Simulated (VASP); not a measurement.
A convergence study with VASP on WSi$_{2}$ (MoSi2 type): one setting is varied, all else stays as given below, so the limit is that of these other settings. Each run relaxes cell and ions from the cell shown. The basis is that of the starting cell, so low cut-offs carry a Pulay error.

```
WSi2
1.0
   -1.60500     1.60500     3.91500
    1.60500    -1.60500     3.91500
    1.60500     1.60500    -3.91500
Si W
2 1
Direct
  0.66500   0.66500   0.00000
  0.33500   0.33500   0.00000
  0.00000   0.00000   0.00000
```

All values below come from PBE GGA, VASP's PBE PAW potentials (set 64) (plane waves; VASP). The tightest run used: 700 eV cut-off, 11×11×11 Γ-centred mesh, first-order Methfessel-Paxton smearing of 0.10 eV, potentials Si W_sv.

Q: The settings run are ENCUT = 150; ENCUT = 200; ENCUT = 250; ENCUT = 300; ENCUT = 350; ENCUT = 400; ENCUT = 450; ENCUT = 500; ENCUT = 550; ENCUT = 600; ENCUT = 650; ENCUT = 700. From which on does the relaxed volume stay within 0.02 Å³/atom of the tightest run?

A: From ENCUT = 350 on: it is off by 0.016 there and by no more than 0.02 in any finer run, while ENCUT = 300 is off by 0.037.
```csv
setting,relaxed volume (Å³/atom),E (eV/atom),plane waves,difference judged (Å³/atom)
ENCUT = 150,12.313,-8.3263,178,1.368
ENCUT = 200,13.486,-8.2305,273,0.195
ENCUT = 250,13.645,-8.2553,373,0.036
ENCUT = 300,13.644,-8.2641,495,0.037
ENCUT = 350,13.665,-8.2689,610,0.016
ENCUT = 400,13.676,-8.2706,761,0.005
ENCUT = 450,13.678,-8.2709,897,0.003
ENCUT = 500,13.678,-8.2709,1041,0.003
ENCUT = 550,13.679,-8.2710,1203,0.002
ENCUT = 600,13.680,-8.2711,1370,0.001
ENCUT = 650,13.681,-8.2711,1543,0.000
ENCUT = 700,13.681,-8.2711,1715,0.000
```

Left out are rungs that failed or repeat a setting and relaxations that didn't move; long series are thinned to 24 rows.

The compound is WSi2 in the MoSi2 type structure.
